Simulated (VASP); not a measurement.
BeS (relaxed from the zinc blende structure, space group F-43m): computed properties

Computed with PBEsol GGA, VASP's PBE PAW potentials (set 64) (plane waves; VASP 6.6.1).

For BeS, the space group is F-43m (216), the cell is a = b = c = 4.840 Å, α = β = γ = 90.00° and the volume per atom is 14.17 Å³/atom. The band gap (over mesh and band path) is 2.91 eV. The smallest direct gap (over mesh and band path) comes out as 5.56 eV, the band-edge character is indirect, Γ to X and the density comes out as 2.41 g/cm³.

```cif
data_BeS
_chemical_formula_sum 'Be1 S1'
_space_group_name_H-M_alt 'P 1'
_space_group_IT_number 1
_cell_length_a 3.42242
_cell_length_b 3.42242
_cell_length_c 3.42242
_cell_angle_alpha 60.000
_cell_angle_beta 60.000
_cell_angle_gamma 60.000
loop_
_space_group_symop_operation_xyz
  'x, y, z'
loop_
_atom_site_label
_atom_site_type_symbol
_atom_site_fract_x
_atom_site_fract_y
_atom_site_fract_z
_atom_site_occupancy
Be1 Be 0.00000 0.00000 0.00000 1
S1 S 0.25000 0.25000 0.25000 1
```

The structure was generated: BeS was put into the zinc blende type (F-43m), which need not be its known phase. It was relaxed first, which changed the volume by +13 %. Symmetry was kept, so distortions that lower it aren't found.
